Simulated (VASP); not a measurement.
Method: rev-vdW-DF2, VASP's PBE PAW potentials (set 64) (plane waves; VASP 6.6.1).

VASP input:

POSCAR:
```
GaN
1
    0.0000000000     2.2396884678     2.2396884678
    2.2396884678     0.0000000000     2.2396884678
    2.2396884678     2.2396884678     0.0000000000
Ga N
1 1
Direct
  0.0000000000   0.0000000000   0.0000000000
  0.2500000000   0.2500000000   0.2500000000
```

File KPOINTS:
```
K-points
0
gamma
  10 10 10
```

**INCAR**
```
# general
SYSTEM   = GaN
PREC     = Accurate
ENCUT    = 520
LREAL    = .FALSE.
LASPH    = .TRUE.

# electronic loop
EDIFF    = 1E-7
NELM     = 100
ALGO     = Normal
LMAXMIX  = 4

# smearing
ISMEAR   = 0
SIGMA    = 0.05

# functional
GGA      = MK
LUSE_VDW = .TRUE.
AGGAC    = 0.0
PARAM1   = 0.1234568
PARAM2   = 0.7114
ZAB_VDW  = -1.8867

# ions
ISIF     = 2

# output
LWAVE    = .FALSE.
LCHARG   = .FALSE.
```

POTCAR, in this order: Ga_d N (PBE.64 set). Program: vasp_std.

**Question.** What will the output report for the number of irreducible k-points (NKPTS), largest plane-wave count, number of space-group operations, FFT grid (NGX, NGY, NGZ)?

**Answer.** 
The number of irreducible k-points (NKPTS) is 47, the largest plane-wave count comes out as 620 and the number of space-group operations is 24. The FFT grid (NGX, NGY, NGZ) is 24 × 24 × 24.

The compound is GaN in the zinc blende structure, a metastable form; wurtzite is the usual one. This cell is one point of a volume scan, at 0.97 of the reference volume.
